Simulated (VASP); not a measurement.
Au in VASP: the effect of functional

The system is Au, a sheet with vacuum.

```
Au
1.0
     2.66227    0.00000    0.00000
     0.00000    2.66170    0.00000
     0.00000    0.00000   23.80000
Au
1
Cartesian
  0.0000 1.3309 7.0001
```

The cell was built by a generator and needn't be a form met in nature.

Alike in all runs:

```yaml
Program: VASP 6.6.1
Task: work function
Cutoff: 520 eV
k_mesh: 10 × 10 × 1
Occupations: fermi-dirac, width 0.05 eV
Spin: no spin polarisation
```

Q: One run gave: work function 5.92 eV. Which functional did it use?
A. PBEsol
B. revPBE
C. PBE
D. PW91
E. BLYP

A: A.

```tsv
functional	potentials or basis	work function (eV)
LDA	VASP PAW LDA potentials, release 64 (Au)	6.19
PBE	VASP PAW PBE potentials, release 64 (Au)	5.75
PBEsol	VASP PAW PBE potentials, release 64 (Au)	5.92
RPBE	VASP PAW PBE potentials, release 64 (Au)	5.57
revPBE	VASP PAW PBE potentials, release 64 (Au)	5.60
BLYP	VASP PAW PBE potentials, release 64 (Au)	5.47
PW91	VASP PAW PBE potentials, release 64 (Au)	5.81
```
